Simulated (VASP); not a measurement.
```yaml
crystal:
  lattice:
    - [0.00000, 2.07049, 2.07049]
    - [2.07049, 0.00000, 2.07049]
    - [7.81771, 7.81771, 0.46424]
  atoms:
    - { symbol: Al, position: [0.99978, 0.99978, 0.00016] }
    - { symbol: Al, position: [0.00022, 0.00022, 0.24984] }
    - { symbol: Ag, position: [0.01107, 0.01107, 0.49170] }
    - { symbol: Ag, position: [0.98893, 0.98893, 0.75830] }
```

The numbers are results of PBEsol GGA, VASP's PBE PAW potentials (set 64) (plane waves; VASP 6.6.1), not measurements. Settings: 400 eV cut-off, 14×14×4 Γ-centred mesh, tetrahedra with Blöchl corrections, potentials Al Ag.

For a metal the tetrahedron method with Blöchl corrections gives inexact stress and forces.

Question: Predict the energy per atom (σ→0), largest force, band gap (on the k-mesh) with the smallest direct gap where there is one.

Answer: 
```
Item                                                         Value
------------------------  ----------------------------------------
band gap (on the k-mesh)  none (metal, semimetal or under 0.01 eV)
energy per atom (σ→0)                               -3.761 eV/atom
largest force                                           0.154 eV/Å
```

The absolute energy has meaning only against runs of the same code, potentials and settings.

The structure was generated: Ag2Al2 was put into an ordered model structure (R-3m), which need not be its known phase. It was relaxed first.
